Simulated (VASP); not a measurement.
# From one sheet to two: 1T-PtSe2 monolayer, part 3 of 9

What are the lattice, gap and band positions of 1T-PtSe2 monolayer, and what does a second sheet change?

VASP 6.6.1, plane waves and PAW; the level of theory is named at each step.

So far. Step 2 (Relaxing the monolayer): The run ended after 5 ionic steps, 0.024 eV below its first step, once forces and stress met EDIFFG = -0.015. Step 3 (A second relaxation): The start already met the threshold, so nothing moved.

### Step 4. Potential and states of the slab

Level of this step: r2SCAN with rVV10; plane waves and PAW (Pt, Se) (VASP).

A static run writes the electrostatic potential without exchange and correlation (LVHAR), which is flat in the vacuum and gives the level to count from. The dipole correction cancels the field that unlike faces would set up across the vacuum.

Input file INCAR:

```
SYSTEM = PtSe2
PREC = Normal
ENCUT = 350
EDIFF = 1E-06
NELM = 120
ISMEAR = 0
SIGMA = 0.03
LREAL = .FALSE.
ALGO = Normal
METAGGA = R2SCAN
LUSE_VDW = .TRUE.
IVDW_NL = 2
BPARAM = 11.95
CPARAM = 0.0093
LASPH = .TRUE.
NBANDS = 17
LORBIT = 11
LWAVE = .FALSE.
LCHARG = .TRUE.
IDIPOL = 3
LDIPOL = .TRUE.
DIPOL = 0.5 0.5 0.5
LVHAR = .TRUE.
LVACPOTAV = .TRUE.
NEDOS = 1500
LELF = .TRUE.
```

Input file POSCAR:

```
PtSe2
1.0
    3.6859173901      0.0000000000      0.0000000000
   -1.8429586950      3.1920980961      0.0000000000
    0.0000000000      0.0000000000     22.0000000000
Pt Se
1 2
Direct
    0.0000000000      0.0000000000      0.5000000000
    0.3333333333      0.6666666667      0.4396400950
    0.6666666667      0.3333333333      0.5603599050
```

Input file KPOINTS:

```
Automatic mesh
0
Gamma
9 9 1
0 0 0
```

Input file KPOINTS_OPT:

```
Line mode
14
Line-mode
Reciprocal
  0.00000000   0.00000000   0.00000000 GAMMA
  0.50000000   0.00000000   0.00000000 M

  0.50000000   0.00000000   0.00000000 M
  0.33333333   0.33333333   0.00000000 K

  0.33333333   0.33333333   0.00000000 K
  0.00000000   0.00000000   0.00000000 GAMMA
```

Potentials, in the order of the species: Pt and Se (PBE family, release 64).

Run with:

```console
mpirun -np 4 vasp_std
```

Output:

```text
[banner, memory and clock lines left out]
running    4 mpi-ranks, on    1 nodes
 distrk:  each k-point on    4 cores,    1 groups
 distr:  one band on    1 cores,    4 groups

 POSCAR found type information on POSCAR PtSe
 POSCAR found :  2 types and       3 ions
 [... a notice as in an earlier step ...]

 [... a notice as in an earlier step ...]

 LDA part: xc-table for (None), standard interpolation
|                                                                             |
|           W    W    AA    RRRRR   N    N  II  N    N   GGGG   !!!           |
|           W    W   A  A   R    R  NN   N  II  NN   N  G    G  !!!           |
|           W    W  A    A  R    R  N N  N  II  N N  N  G       !!!           |
|           W WW W  AAAAAA  RRRRR   N  N N  II  N  N N  G  GGG   !            |
|           WW  WW  A    A  R   R   N   NN  II  N   NN  G    G                |
|           W    W  A    A  R    R  N    N  II  N    N   GGGG   !!!           |
|                                                                             |
|     The number of bands has been changed from the values supplied in        |
|     The orbitals not found in the WAVECAR file will be initialized with     |
|     random numbers, which is usually adequate. For correlated               |
|     calculations, however, you should redo the groundstate calculation.     |
|     I found NBANDS = 17. Now, NBANDS = 20.                                  |
|                                                                             |

 POSCAR, INCAR and KPOINTS ok, starting setup
 FFT: planning ... GRIDC
 FFT: planning ... GRID_SOFT
 FFT: planning ... GRID
 WAVECAR not read
 entering main loop
       N       E                     dE             d eps       ncg     rms          rms(c)
Total rVV10 correction in eV:      0.6783990    27.0734255
DAV:   1     0.650416419134E+02    0.65042E+02   -0.61672E+03   480   0.595E+02
DAV:   2    -0.732473498777E+02   -0.13829E+03   -0.13110E+03   656   0.138E+02
DAV:   3    -0.866806592063E+02   -0.13433E+02   -0.13326E+02   612   0.515E+01
DAV:   4    -0.868752810053E+02   -0.19462E+00   -0.19448E+00   596   0.705E+00
DAV:   5    -0.868781840046E+02   -0.29030E-02   -0.29029E-02   624   0.851E-01    0.132E+01
Total rVV10 correction in eV:      0.6766713    27.0793740
DAV:   6    -0.810343193040E+02    0.58439E+01   -0.79184E+00   536   0.228E+01    0.849E+00
Total rVV10 correction in eV:      0.6785111    27.0758954
DAV:   7    -0.807482998959E+02    0.28602E+00   -0.16128E+00   524   0.116E+01    0.361E+00
Total rVV10 correction in eV:      0.6811385    27.0746159
DAV:   8    -0.807593619126E+02   -0.11062E-01   -0.93488E-02   592   0.200E+00    0.104E+00
Total rVV10 correction in eV:      0.6826649    27.0740397
DAV:   9    -0.807487227368E+02    0.10639E-01   -0.38768E-02   560   0.174E+00    0.214E-01
Total rVV10 correction in eV:      0.6834742    27.0738982
DAV:  10    -0.807502119497E+02   -0.14892E-02   -0.54114E-03   556   0.406E-01    0.136E-01
Total rVV10 correction in eV:      0.6841656    27.0738621
DAV:  11    -0.807506063095E+02   -0.39436E-03   -0.31417E-04   556   0.107E-01    0.437E-02
Total rVV10 correction in eV:      0.6843827    27.0738316
DAV:  12    -0.807507048734E+02   -0.98564E-04   -0.41530E-05   584   0.475E-02    0.152E-02
Total rVV10 correction in eV:      0.6845282    27.0737814
DAV:  13    -0.807507979254E+02   -0.93052E-04   -0.13525E-05   532   0.186E-02    0.415E-03
Total rVV10 correction in eV:      0.6847101    27.0736861
DAV:  14    -0.807509671170E+02   -0.16919E-03   -0.25059E-05   536   0.224E-02    0.670E-03
Total rVV10 correction in eV:      0.6848465    27.0735656
DAV:  15    -0.807511082881E+02   -0.14117E-03   -0.32642E-05   544   0.237E-02    0.246E-03
Total rVV10 correction in eV:      0.6848397    27.0735049
DAV:  16    -0.807511434200E+02   -0.35132E-04   -0.37261E-06   516   0.952E-03    0.155E-03
Total rVV10 correction in eV:      0.6848132    27.0734516
DAV:  17    -0.807511681784E+02   -0.24758E-04   -0.21524E-06   488   0.733E-03    0.147E-03
Total rVV10 correction in eV:      0.6847981    27.0734319
DAV:  18    -0.807511732273E+02   -0.50489E-05   -0.32771E-07   536   0.381E-03    0.437E-04
Total rVV10 correction in eV:      0.6847911    27.0734224
DAV:  19    -0.807511754163E+02   -0.21889E-05   -0.14941E-07   456   0.312E-03    0.515E-04
Total rVV10 correction in eV:      0.6847890    27.0734196
DAV:  20    -0.807511766564E+02   -0.12402E-05   -0.75398E-08   480   0.225E-03    0.935E-05
Total rVV10 correction in eV:      0.6847890    27.0734205
DAV:  21    -0.807511767902E+02   -0.13378E-06   -0.69610E-08   392   0.222E-03
|                                                                             |
|           W    W    AA    RRRRR   N    N  II  N    N   GGGG   !!!           |
|           W    W   A  A   R    R  NN   N  II  NN   N  G    G  !!!           |
|           W    W  A    A  R    R  N N  N  II  N N  N  G       !!!           |
|           W WW W  AAAAAA  RRRRR   N  N N  II  N  N N  G  GGG   !            |
|           WW  WW  A    A  R   R   N   NN  II  N   NN  G    G                |
|           W    W  A    A  R    R  N    N  II  N    N   GGGG   !!!           |
|                                                                             |
|     Did not find any points to average over, which means that no vacuum     |
|     field-free region was found. Please increase the size of  your cell     |
|     in the dimension of the dipole correction to obtain accurate            |
|     workfunction values.                                                    |
|                                                                             |

Total rVV10 correction in eV:      0.6847885    27.0734225
Total rVV10 correction in eV:      0.6847889    27.0734214
   1 F= -.80751177E+02 E0= -.80751177E+02  d E =-.828132E-11
 Start KPOINTS_OPT (optional k-point list driver)
k-point batch [1-12\42]
       N       E                     dE             ncg
DAV:   1    -0.286115589969E+03   -0.28349E+04      480
DAV:   2    -0.198475891299E+04   -0.16986E+04      652
DAV:   3    -0.215496301235E+04   -0.17020E+03      596
DAV:   4    -0.215769595035E+04   -0.27329E+01      568
DAV:   5    -0.215774986884E+04   -0.53918E-01      612
DAV:   6    -0.215775128371E+04   -0.14149E-02      624
DAV:   7    -0.215775133935E+04   -0.55645E-04      640
DAV:   8    -0.215775134129E+04   -0.19375E-05      516
DAV:   9    -0.215775134133E+04   -0.36447E-07      356
[...]
k-point batch [37-42\42]
       N       E                     dE             ncg
DAV:   1     0.251155581342E+04   -0.58692E+03      240
DAV:   2     0.170760879696E+04   -0.80395E+03      320
DAV:   3     0.162667562149E+04   -0.80933E+02      280
DAV:   4     0.162538512144E+04   -0.12905E+01      288
DAV:   5     0.162535453889E+04   -0.30583E-01      328
DAV:   6     0.162535407451E+04   -0.46438E-03      304
DAV:   7     0.162535406290E+04   -0.11610E-04      316
DAV:   8     0.162535406253E+04   -0.37205E-06      232
```

Wall time 35 s (4 MPI ranks of AMD EPYC 9R45, shared host); peak memory 0.66 GiB.

From OUTCAR (step 4):

```text
The static configuration has the point symmetry D_3d.

 Found     12 irreducible k-points:

   k-points           NKPTS =     12   k-points in BZ     NKDIM =     12   number of bands    NBANDS=     20

   NELECT =      22.0000    total number of electrons

 E-fermi :  -3.2056

 k-point     1 :       0.0000    0.0000    0.0000
  band No.  band energies     occupation
    ...
      7      -6.4070      2.00000
      8      -4.7171      2.00000
      9      -4.0488      2.00000
     10      -3.3332      2.00000
     11      -3.3332      2.00000
     12      -0.1611      0.00000
     13      -0.1611      0.00000
     14       1.8597      0.00000
     15       2.4810      0.00000
     16       2.8270      0.00000
    ...

 k-point     2 :       0.1111    0.0000    0.0000
  band No.  band energies     occupation
    ...
      7      -6.5042      2.00000
      8      -5.1076      2.00000
      9      -3.8261      2.00000
     10      -3.4535      2.00000
     11      -3.3400      2.00000
     12      -0.9488      0.00000
     13      -0.3525      0.00000
     14       2.2747      0.00000
     15       2.7152      0.00000
     16       3.0600      0.00000
    ...

  Total       -0.0131838     -0.0131838     -0.0991119     -0.0000000      0.0000000     -0.0000000
  in kB       -0.0816030     -0.0816030     -0.6134682     -0.0000000      0.0000000     -0.0000000
  external PRESSURE =      -0.2588914 kB  Pullay stress =       0.0000000 kB

 POSITION                                       TOTAL-FORCE (eV/Angst)
 -----------------------------------------------------------------------------------
      0.00000      0.00000     11.00000        -0.000000      0.000000      0.000000
     -0.00000      2.12807      9.67208        -0.000000      0.000000      0.001571
      1.84296      1.06403     12.32792         0.000000     -0.000000     -0.001571
 -----------------------------------------------------------------------------------
    total drift:                               -0.000000      0.000000      0.000000

  FREE ENERGIE OF THE ION-ELECTRON SYSTEM (eV)
  ---------------------------------------------------
  free  energy   TOTEN  =       -80.7511767902 eV

  energy  without entropy=      -80.7511767902  energy(sigma->0) =      -80.75117679

 vacuum level on the upper side and lower side of the slab         2.612         2.612

[... 9 parts as in an earlier step ...]

[... 5 further parts left out ...]
```

This step gave:

- electronic cycles: 21
- Fermi energy: -3.206 eV
- least gap on mesh and path: 1.549 eV
- least direct gap on mesh and path: 1.797 eV
- vacuum levels: 2.612, 2.612 eV
- ionisation potentials of the upper and lower face: 5.942, 5.942 eV
- electron affinities of the upper and lower face: 4.393, 4.393 eV

The electronic bands at the labelled points (eV, zero at the valence-band top; v1 is the highest filled band, c1 the lowest empty one):

| point | v4 | v3 | v2 | v1 | c1 | c2 | c3 | c4 |
| --- | --- | --- | --- | --- | --- | --- | --- | --- |
| Γ | -1.39 | -0.72 | 0.00 | 0.00 | 3.17 | 3.17 | 5.19 | 5.81 |
| 0.46 of the way | -2.33 | -0.53 | -0.31 | -0.28 | 1.55 | 2.75 | 6.19 | 6.45 |
| M | -2.47 | -2.09 | -1.87 | -1.56 | 2.63 | 2.89 | 5.05 | 6.71 |
| 0.46 of the way | -2.51 | -2.49 | -1.36 | -1.10 | 2.15 | 2.47 | 5.77 | 7.75 |
| K | -2.73 | -2.44 | -1.07 | -1.07 | 1.94 | 1.94 | 6.46 | 8.76 |
| 0.46 of the way | -2.43 | -1.16 | -0.92 | -0.15 | 1.81 | 2.16 | 6.72 | 6.98 |
| Γ | -1.39 | -0.72 | 0.00 | 0.00 | 3.17 | 3.17 | 5.19 | 5.81 |

Of the projections kept (Pt, Se), the largest for each band there; the rest of the weight can lie on other orbitals:

| point | v4 | v3 | v2 | v1 | c1 | c2 | c3 | c4 |
| --- | --- | --- | --- | --- | --- | --- | --- | --- |
| Γ | Pt 0.78 | Se 0.98 | Se 0.90 | Se 0.90 | Se 0.60 | Se 0.60 | Se 0.59 | Se 0.60 |
| M | Pt 0.91 | Pt 0.87 | Se 0.80 | Se 0.88 | Pt 0.52 | Se 0.58 | Pt 0.60 | Se 0.64 |
| K | Pt 0.98 | Se 0.77 | Pt 0.70 | Pt 0.70 | Pt 0.50 | Pt 0.50 | Pt 0.54 | Se 0.59 |
| Γ | Pt 0.78 | Se 0.98 | Se 0.90 | Se 0.90 | Se 0.60 | Se 0.60 | Se 0.59 | Se 0.60 |

Zero at the Fermi level. Table of planar average of the electrostatic potential by height:

| height (Å) | planar average of the electrostatic potential (eV) |
| --- | --- |
| 0 | 5.82 |
| 1 | 5.82 |
| 2 | 5.82 |
| 3 | 5.82 |
| 4 | 5.82 |
| 5 | 5.82 |
| 6 | 5.82 |
| 7 | 5.80 |
| 8 | 5.50 |
| 9 | -0.629 |
| 10 | -7.87 |
| 11 | -11.1 |
| 12 | -7.87 |
| 13 | -0.629 |
| 14 | 5.50 |
| 15 | 5.80 |
| 16 | 5.82 |
| 17 | 5.82 |
| 18 | 5.82 |
| 19 | 5.82 |
| 20 | 5.82 |
| 21 | 5.82 |

Density of states in the PAW spheres, an atom over height of the layer and energy from the Fermi level.

Ten even steps from '_' (0.00 states/eV) to '@' (2.63 states/eV), each cell a mean:
```
______
______
------
::==::
..::..
::==::
__::__
..@@..
__@@__
__--__
__**__
..##..
..++..
..==..
::@@::
::%%::
__::__
__..__
______
______
______
______
```
Columns: height of the layer (Å) from 9.7 to 12.3; rows upwards: energy from the Fermi level (eV) from -7.9 to 0.5.

ELF in the ca plane at fractional y = 0.000, with atoms of Pt within 0.2 Å of it. It is the smooth field of the valence electrons, not physical close to the nuclei.

Ten even steps from '0' (0.00) to '9' (0.74), each cell a mean:
```
00000000000012000001353001442000000000000000
00000000000000000012343223443210000000000000
00000000000000001345654444566542100000000000
00000000000000024688875324788875310000000000
00000000000000136899985214799997420000000000
00000000000000135899985324789986410000000000
00000000000000013567765334677753200001000000
00000000000000000123444334444321000000000000
00000000000000000001343102432100000000000000
00000000000000000001352011542000000200000000
```
Columns run along c (16.0 Å, from fractional 0.11 to 0.83 of the cell), rows up along a (3.7 Å). Atoms in or near the plane, at fractional coordinates: Pt at (0.50, 0.00).

Valence density in the ca plane at fractional y = 0.000, with atoms of Pt within 0.2 Å of it. It is the smooth field of the valence electrons, not physical close to the nuclei.

Ten steps, logarithmic in the rise over the least value, from '0' (0.0 e/Å³) to '9' (3.4 e/Å³), each cell a mean:
```
00000000000000000012358999853210000000000000
00000000000000000012356888653210000000000000
00000000000000000123445666544321000000000000
00000000000000000134454444454431000000000000
00000000000000001234554434455432100000000000
00000000000000001234554444455432100000000000
00000000000000000123455555544321000000000000
00000000000000000123446777643221000000000000
00000000000000000012357898753210000000000000
00000000000000000012368999853210000000000000
```
Columns run along c (16.0 Å, from fractional 0.11 to 0.83 of the cell), rows up along a (3.7 Å). Atoms in or near the plane, at fractional coordinates: Pt at (0.50, 0.00).

The map of layer states is cut here 0.5 eV above the Fermi level, so it leaves out the states above that.

The vacuum level lies 5.94 eV above the highest filled level at the upper face; both faces agree, as the slab has next to no dipole.

The program found no field-free point at its default tolerance, but its printed level agrees with the flat part of the planar average.

(Continued in part 4 of 9.)

[Lines on the potential files, build, host, timing and source positions are cut from VASP's logs without a mark.]

[Logs are printed without paths, hosts, clocks, repeated set-up lines and the standing remarks that a program may print on its own settings, such as how far it seeks lower states.]

[Hosts, paths, dates, database ids (printed as entryN), source tags and the programs' standing remarks are cut or masked in the printed files.]

[Runs that stopped without an error message from VASP are left out.]
